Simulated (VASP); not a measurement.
Computed with PBE GGA, VASP's PBE PAW potentials (set 64) (plane waves; VASP).

VASP input:

INCAR:
```
! general
SYSTEM   = CaIr3
PREC     = Accurate
ENCUT    = 300   ! plane-wave cut-off (eV)
LREAL    = .FALSE.   ! projection in real space or not
LASPH    = .TRUE.

! electronic loop
EDIFF    = 1E-8
NELM     = 100   ! most electronic steps
ALGO     = Normal   ! blocked Davidson
LMAXMIX  = 6   ! l cut-off of mixed one-centre charges

! smearing
ISMEAR   = -1   ! Fermi-Dirac
SIGMA    = 0.1

! functional
GGA      = PE   ! PBE

! ions
IBRION   = 8   ! DFPT with symmetry
NSW      = 1   ! most ionic steps
ISIF     = 2

! output
LWAVE    = .FALSE.
LCHARG   = .FALSE.

! other
LEPSILON = .FALSE.
```

File KPOINTS:
```
Automatic mesh
0
Gamma
4 4 4
0 0 0
```

### POSCAR
```
CaIr3
1
    4.2903220000     0.0000000000     0.0000000000
    0.0000000000     4.2903220000     0.0000000000
    0.0000000000     0.0000000000     4.2903220000
Ir Ca
3 1
Direct
 -0.0051050000   0.5022960000   0.4911570000
  0.5039970000   0.4998840000   0.0030520000
  0.5011400000  -0.0079650000   0.4999980000
 -0.0000320000   0.0057850000   0.0057940000
```

POTCAR, in this order: Ir Ca_sv (PBE.64 set). Program: vasp_std.

What VASP printed:

OSZICAR:
```
...
RMM:  22    -0.199066886443E+00   -0.34204E-09    0.42243E-07  3000   0.228E-04    0.257E-06
RMM:  23    -0.199066885497E+00    0.94626E-09    0.20831E-07  2927   0.227E-04    0.184E-06
RMM:  24    -0.199066886061E+00   -0.56396E-09    0.42832E-07  2851   0.227E-04    0.234E-06
RMM:  25    -0.199066885229E+00    0.83239E-09    0.23036E-07  2824   0.227E-04    0.161E-06
RMM:  26    -0.199066885512E+00   -0.28337E-09    0.48565E-07  2846   0.228E-04    0.221E-06
RMM:  27    -0.199066884664E+00    0.84767E-09    0.22299E-07  2892   0.227E-04    0.138E-06
RMM:  28    -0.199066884906E+00   -0.24134E-09    0.43337E-07  2860   0.227E-04    0.206E-06
RMM:  29    -0.199066884153E+00    0.75255E-09    0.20106E-07  2871   0.227E-04    0.123E-06
RMM:  30    -0.199066884572E+00   -0.41862E-09    0.51515E-07  2795   0.227E-04    0.188E-06
RMM:  31    -0.199066884003E+00    0.56908E-09    0.18495E-07  2846   0.227E-04    0.122E-06
RMM:  32    -0.199066884768E+00   -0.76525E-09    0.41480E-07  2805   0.228E-04    0.164E-06
RMM:  33    -0.199066884178E+00    0.58999E-09    0.23469E-07  2815   0.227E-04    0.124E-06
RMM:  34    -0.199066884565E+00   -0.38657E-09    0.46433E-07  2784   0.227E-04    0.142E-06
 Linear response progress:
  Degree of freedom:  10/ 12
       N       E                     dE             d eps       ncg     rms          rms(c)
RMM:   1    -0.448144065293E+00   -0.44814E+00    0.17938E+00  1965   0.104E+01
RMM:   2    -0.409706311607E+00    0.38438E-01   -0.97373E-02  2659   0.183E+00    0.200E-01
RMM:   3    -0.411512430758E+00   -0.18061E-02   -0.11282E-02  3041   0.530E-01    0.124E-01
RMM:   4    -0.411617042715E+00   -0.10461E-03   -0.24156E-03  3335   0.237E-01    0.494E-02
RMM:   5    -0.411675852615E+00   -0.58810E-04   -0.36318E-04  2952   0.107E-01    0.434E-02
RMM:   6    -0.411656561717E+00    0.19291E-04   -0.10287E-04  3001   0.566E-02    0.117E-02
RMM:   7    -0.411644868631E+00    0.11693E-04   -0.49429E-05  3833   0.272E-02    0.343E-03
RMM:   8    -0.411645108511E+00   -0.23988E-06   -0.29966E-05  3910   0.158E-02    0.183E-03
RMM:   9    -0.411637831420E+00    0.72771E-05   -0.24382E-05  3643   0.114E-02    0.167E-03
RMM:  10    -0.411637463067E+00    0.36835E-06   -0.15559E-05  3883   0.820E-03    0.165E-04
RMM:  11    -0.411638412489E+00   -0.94942E-06   -0.11069E-05  4286   0.625E-03    0.981E-05
RMM:  12    -0.411639022858E+00   -0.61037E-06   -0.90600E-06  4177   0.514E-03    0.715E-05
RMM:  13    -0.411639896198E+00   -0.87334E-06   -0.10509E-05  3895   0.444E-03    0.598E-05
RMM:  14    -0.411640845565E+00   -0.94937E-06   -0.82800E-06  4122   0.385E-03    0.245E-05
RMM:  15    -0.411641168841E+00   -0.32328E-06   -0.66833E-06  4136   0.338E-03    0.259E-05
RMM:  16    -0.411641576194E+00   -0.40735E-06   -0.52265E-06  4185   0.301E-03    0.229E-05
RMM:  17    -0.411641779256E+00   -0.20306E-06   -0.52255E-06  4358   0.271E-03    0.349E-05
RMM:  18    -0.411641345127E+00    0.43413E-06   -0.43719E-06  3712   0.249E-03    0.963E-05
RMM:  19    -0.411641693733E+00   -0.34861E-06   -0.39295E-06  3804   0.224E-03    0.899E-05
RMM:  20    -0.411641956096E+00   -0.26236E-06   -0.37390E-06  3946   0.204E-03    0.879E-05
RMM:  21    -0.411642045437E+00   -0.89341E-07   -0.29424E-06  4351   0.187E-03    0.994E-05
 Linear response progress:
  Degree of freedom:  11/ 12
       N       E                     dE             d eps       ncg     rms          rms(c)
RMM:   1    -0.448303068386E+00   -0.44830E+00    0.17945E+00  1987   0.104E+01
RMM:   2    -0.409621145182E+00    0.38682E-01   -0.97261E-02  2638   0.184E+00    0.201E-01
RMM:   3    -0.411431401972E+00   -0.18103E-02   -0.11016E-02  3070   0.527E-01    0.125E-01
RMM:   4    -0.411638550880E+00   -0.20715E-03   -0.25673E-03  3068   0.261E-01    0.919E-02
RMM:   5    -0.411571096765E+00    0.67454E-04   -0.37687E-04  2669   0.128E-01    0.372E-02
RMM:   6    -0.411556267966E+00    0.14829E-04   -0.14476E-04  3695   0.552E-02    0.115E-02
RMM:   7    -0.411555666146E+00    0.60182E-06   -0.51805E-05  3340   0.315E-02    0.939E-03
RMM:   8    -0.411552099415E+00    0.35667E-05   -0.31260E-05  3405   0.203E-02    0.264E-03
RMM:   9    -0.411547687184E+00    0.44122E-05   -0.19852E-05  3931   0.122E-02    0.682E-04
RMM:  10    -0.411547689857E+00   -0.26734E-08   -0.15990E-05  4041   0.844E-03    0.258E-04
RMM:  11    -0.411548164710E+00   -0.47485E-06   -0.11983E-05  4205   0.640E-03    0.116E-04
RMM:  12    -0.411548894580E+00   -0.72987E-06   -0.82441E-06  4212   0.526E-03    0.754E-05
RMM:  13    -0.411549508323E+00   -0.61374E-06   -0.78704E-06  4213   0.445E-03    0.592E-05
RMM:  14    -0.411549348762E+00    0.15956E-06   -0.63070E-06  4040   0.387E-03    0.110E-04
RMM:  15    -0.411550250584E+00   -0.90182E-06   -0.55000E-06  3713   0.345E-03    0.107E-04
RMM:  16    -0.411550735433E+00   -0.48485E-06   -0.40402E-06  4059   0.304E-03    0.970E-05
RMM:  17    -0.411551069628E+00   -0.33420E-06   -0.45659E-06  4177   0.271E-03    0.105E-04
 Linear response progress:
  Degree of freedom:  12/ 12
       N       E                     dE             d eps       ncg     rms          rms(c)
RMM:   1    -0.448688136951E+00   -0.44869E+00    0.17877E+00  1990   0.104E+01
RMM:   2    -0.409696406353E+00    0.38992E-01   -0.97965E-02  2630   0.186E+00    0.199E-01
RMM:   3    -0.411497337893E+00   -0.18009E-02   -0.11260E-02  3061   0.537E-01    0.127E-01
RMM:   4    -0.411813597350E+00   -0.31626E-03   -0.26097E-03  2973   0.277E-01    0.113E-01
RMM:   5    -0.411670364207E+00    0.14323E-03   -0.51167E-04  2641   0.148E-01    0.365E-02
RMM:   6    -0.411655189589E+00    0.15175E-04   -0.17337E-04  3712   0.596E-02    0.123E-02
RMM:   7    -0.411648961424E+00    0.62282E-05   -0.58787E-05  3380   0.340E-02    0.464E-03
RMM:   8    -0.411645721438E+00    0.32400E-05   -0.29039E-05  3833   0.189E-02    0.207E-03
RMM:   9    -0.411645613216E+00    0.10822E-06   -0.29437E-05  3984   0.123E-02    0.941E-04
RMM:  10    -0.411644919755E+00    0.69346E-06   -0.16069E-05  3857   0.920E-03    0.317E-04
RMM:  11    -0.411645414300E+00   -0.49455E-06   -0.14127E-05  4232   0.688E-03    0.132E-04
RMM:  12    -0.411646290243E+00   -0.87594E-06   -0.99971E-06  4141   0.566E-03    0.913E-05
RMM:  13    -0.411647101974E+00   -0.81173E-06   -0.83081E-06  4101   0.483E-03    0.905E-05
RMM:  14    -0.411648008966E+00   -0.90699E-06   -0.67207E-06  3900   0.423E-03    0.498E-05
RMM:  15    -0.411648852621E+00   -0.84366E-06   -0.73586E-06  4070   0.371E-03    0.371E-05
RMM:  16    -0.411649142532E+00   -0.28991E-06   -0.49286E-06  4029   0.329E-03    0.277E-05
RMM:  17    -0.411649685491E+00   -0.54296E-06   -0.53790E-06  4083   0.295E-03    0.173E-05
RMM:  18    -0.411649937955E+00   -0.25246E-06   -0.36111E-06  4255   0.264E-03    0.212E-05
RMM:  19    -0.411650328139E+00   -0.39018E-06   -0.41453E-06  3976   0.240E-03    0.150E-05
RMM:  20    -0.411650524113E+00   -0.19597E-06   -0.26323E-06  4196   0.218E-03    0.197E-05
RMM:  21    -0.411650786249E+00   -0.26214E-06   -0.32521E-06  4056   0.200E-03    0.194E-05
RMM:  22    -0.411650758710E+00    0.27539E-07   -0.19642E-06  4039   0.182E-03    0.402E-05
RMM:  23    -0.411650622724E+00    0.13599E-06   -0.25776E-06  3841   0.168E-03    0.730E-05
RMM:  24    -0.411650663358E+00   -0.40634E-07   -0.13908E-06  4330   0.154E-03    0.843E-05
RMM:  25    -0.411650666705E+00   -0.33469E-08   -0.21147E-06  4122   0.143E-03    0.982E-05
RMM:  26    -0.411650710945E+00   -0.44240E-07   -0.11926E-06  4256   0.133E-03    0.107E-04
RMM:  27    -0.411650728646E+00   -0.17701E-07   -0.16483E-06  4044   0.124E-03    0.117E-04
RMM:  28    -0.411650793156E+00   -0.64510E-07   -0.71817E-07  3935   0.116E-03    0.122E-04
RMM:  29    -0.411650848709E+00   -0.55554E-07   -0.13822E-06  4061   0.108E-03    0.127E-04
 Linear response finished
```

### OUTCAR
```
------------------------ aborting loop because EDIFF is reached ----------------------------------------

   1 f  =    6.500119 THz    40.841452 2PiTHz  216.820632 cm-1    26.882320 meV
             X         Y         Z           dx          dy          dz
      4.268420  2.155012  2.107222    -0.000611    0.202048    0.071202
      2.162309  2.144663  0.013094    -0.032857    0.199404    0.001137
      2.150052  4.256150  2.145152    -0.031348    0.003066    0.069486
      4.290185  0.024820  0.024858     0.142412   -0.888802   -0.311759

   2 f  =    6.468714 THz    40.644131 2PiTHz  215.773087 cm-1    26.752441 meV
             X         Y         Z           dx          dy          dz
      4.268420  2.155012  2.107222     0.001630    0.067526   -0.112045
      2.162309  2.144663  0.013094     0.172769    0.066209   -0.001094
      2.150052  4.256150  2.145152     0.172346    0.000270   -0.110497
      4.290185  0.024820  0.024858    -0.761202   -0.293995    0.490790

   3 f  =    6.465689 THz    40.625120 2PiTHz  215.672156 cm-1    26.739927 meV
             X         Y         Z           dx          dy          dz
      4.268420  2.155012  2.107222     0.002183   -0.039013    0.169651
      2.162309  2.144663  0.013094     0.125225   -0.040554    0.003374
      2.150052  4.256150  2.145152     0.125155   -0.000604    0.170717
      4.290185  0.024820  0.024858    -0.554364    0.175768   -0.754541

   4 f  =    1.413190 THz     8.879335 2PiTHz   47.138944 cm-1     5.844482 meV
             X         Y         Z           dx          dy          dz
      4.268420  2.155012  2.107222    -0.022246    0.399382   -0.530203
      2.162309  2.144663  0.013094     0.260382   -0.397708    0.011777
      2.150052  4.256150  2.145152    -0.241210   -0.003318    0.523966
      4.290185  0.024820  0.024858     0.006274    0.000400   -0.001258

   5 f  =    1.408721 THz     8.851254 2PiTHz   46.989869 cm-1     5.825999 meV
             X         Y         Z           dx          dy          dz
      4.268420  2.155012  2.107222    -0.002429    0.459065    0.097705
      2.162309  2.144663  0.013094    -0.530515   -0.452496   -0.015569
      2.150052  4.256150  2.145152     0.534807   -0.008877   -0.084483
      4.290185  0.024820  0.024858     0.001155    0.003542    0.004007

   6 f  =    1.368008 THz     8.595451 2PiTHz   45.631851 cm-1     5.657626 meV
             X         Y         Z           dx          dy          dz
      4.268420  2.155012  2.107222    -0.004383   -0.363098   -0.459949
      2.162309  2.144663  0.013094    -0.389202    0.367061    0.000108
      2.150052  4.256150  2.145152     0.393463   -0.003041    0.464275
      4.290185  0.024820  0.024858     0.001136   -0.000214    0.000450

   7 f/i=    0.004083 THz     0.025653 2PiTHz    0.136188 cm-1     0.016885 meV
             X         Y         Z           dx          dy          dz
      4.268420  2.155012  2.107222     0.533249    0.164925   -0.015049
      2.162309  2.144663  0.013094     0.533966    0.165441   -0.014892
      2.150052  4.256150  2.145152     0.532286    0.165151   -0.014635
      4.290185  0.024820  0.024858     0.242869    0.075222   -0.006777

   8 f/i=    0.004937 THz     0.031020 2PiTHz    0.164680 cm-1     0.020418 meV
             X         Y         Z           dx          dy          dz
      4.268420  2.155012  2.107222    -0.160778    0.503838   -0.182127
      2.162309  2.144663  0.013094    -0.161062    0.502335   -0.181538
      2.150052  4.256150  2.145152    -0.160812    0.502926   -0.180094
      4.290185  0.024820  0.024858    -0.073276    0.229048   -0.082636

   9 f/i=    0.006510 THz     0.040902 2PiTHz    0.217142 cm-1     0.026922 meV
             X         Y         Z           dx          dy          dz
      4.268420  2.155012  2.107222     0.040117   -0.177684   -0.530264
      2.162309  2.144663  0.013094     0.040138   -0.177237   -0.528224
      2.150052  4.256150  2.145152     0.040432   -0.177236   -0.525285
      4.290185  0.024820  0.024858     0.018350   -0.080673   -0.240369

  10 f/i=    2.430569 THz    15.271712 2PiTHz   81.075039 cm-1    10.052019 meV
             X         Y         Z           dx          dy          dz
      4.268420  2.155012  2.107222     0.621065   -0.122141    0.195723
      2.162309  2.144663  0.013094    -0.274259   -0.137628   -0.468917
      2.150052  4.256150  2.145152    -0.289164    0.285983    0.230371
      4.290185  0.024820  0.024858    -0.126676   -0.058382    0.095301

  11 f/i=    2.518052 THz    15.821385 2PiTHz   83.993161 cm-1    10.413820 meV
             X         Y         Z           dx          dy          dz
      4.268420  2.155012  2.107222     0.050449    0.328686    0.171265
      2.162309  2.144663  0.013094    -0.010970    0.338428   -0.381123
      2.150052  4.256150  2.145152    -0.034874   -0.735070    0.175289
      4.290185  0.024820  0.024858    -0.010083    0.148251    0.076350

  12 f/i=    2.552402 THz    16.037213 2PiTHz   85.138957 cm-1    10.555881 meV
             X         Y         Z           dx          dy          dz
      4.268420  2.155012  2.107222     0.547167    0.124223   -0.262990
      2.162309  2.144663  0.013094    -0.254279    0.109328    0.567687
      2.150052  4.256150  2.145152    -0.242860   -0.257204   -0.253415
      4.290185  0.024820  0.024858    -0.109948    0.051719   -0.114094

 ELASTIC MODULI CONTR FROM IONIC RELAXATION (kBar)
 Direction    XX          YY          ZZ          XY          YZ          ZX
 --------------------------------------------------------------------------------
 XX          -5.9210      2.1392      1.9348     -0.1616     -1.2237      1.3786
 YY           2.1392    -28.1004    -10.7637      3.6689      4.7281    -11.5736
 ZZ           1.9348    -10.7637     -7.4478      3.5155      3.5782     -1.3563
 XY          -0.1616      3.6689      3.5155     -7.9458    -13.9299     -1.5117
 YZ          -1.2237      4.7281      3.5782    -13.9299    -34.5478     -1.5430
 ZX           1.3786    -11.5736     -1.3563     -1.5117     -1.5430     -8.1907
 --------------------------------------------------------------------------------
```
(Selected blocks of OUTCAR.)

At this cut-off the stress carries a Pulay error, which pulls relaxed volumes low.

The structure was generated: CaIr3 was put into an ordered model structure, which need not be its known phase. The cell was not relaxed at this level, atoms are displaced from their ideal sites. The k-mesh is coarse (spacing up to 0.37 per Å, 2π included), so the numbers may not be converged in it. The run is one of a series of settings (EDIFF = 1E-8, IBRION = 8, LEPSILON = .FALSE., NSW = 1 against the base run), some of them coarse on purpose. The electron count is odd and the run is not spin-polarised, which forces a metal.
